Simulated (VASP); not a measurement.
An input for Quantum ESPRESSO's pw.x (written as the equivalent of a VASP run, and not itself run):

```
&CONTROL
  calculation = 'scf'
  pseudo_dir = './pseudo'
  outdir = './out'
  tprnfor = .true.
  tstress = .true.
/
&SYSTEM
  ibrav = 0
  nat = 2
  ntyp = 1
  ecutwfc = 84
  occupations = 'smearing'
  smearing = 'methfessel-paxton'
  degauss = 0.00735
  input_dft = 'pbe'
/
&ELECTRONS
  conv_thr = 7.3e-08
  electron_maxstep = 100
/
ATOMIC_SPECIES
  Ti 47.867 Ti.upf
CELL_PARAMETERS angstrom
     1.5174530   -2.6045350    0.0000000
     1.5174530    2.6045350    0.0000000
     0.0000000    0.0000000    4.5527490
ATOMIC_POSITIONS crystal
  Ti   0.3333330  0.6666670  0.2500000
  Ti   0.6736160  0.3402820  0.7500000
K_POINTS automatic
  12 12 7 0 0 0
```

Problem. Translate this input to VASP (INCAR, KPOINTS, POSCAR, choice of POTCAR).

Solution. One answer among several that fit: 
**KPOINTS**
```
kpoints
0
gamma
12 12 7
0 0 0
```

### POSCAR
```
Ti
1
    1.5174530000    -2.6045350000     0.0000000000
    1.5174530000     2.6045350000     0.0000000000
    0.0000000000     0.0000000000     4.5527490000
Ti
2
Direct
  0.3333330000   0.6666670000   0.2500000000
  0.6736160000   0.3402820000   0.7500000000
```

**INCAR**
```
SYSTEM=Ti
PREC=Accurate; ENCUT=520; LREAL=F
LASPH=T
EDIFF=1E-6; NELM=100; ALGO=Normal
LMAXMIX=4
ISMEAR=1; SIGMA=0.1
GGA=PE
ISIF=2
LWAVE=F; LCHARG=F
```

POTCAR, in this order: Ti_sv (PBE.64 set). Program: vasp_std.

The two are equivalent in intent, not identical: the potentials are each code's own (VASP's PAW set, PseudoDojo norm-conserving files in pw.x), so ENCUT and ecutwfc are chosen apart and not converted; conv_thr bounds pw.x's estimated SCF error, while EDIFF bounds the energy change between steps.

The compound is Ti in the hcp structure. The cell was not relaxed at this level, atoms are displaced from their ideal sites. The run is one of a series of settings (ENCUT = 520 against the base run), some of them coarse on purpose.
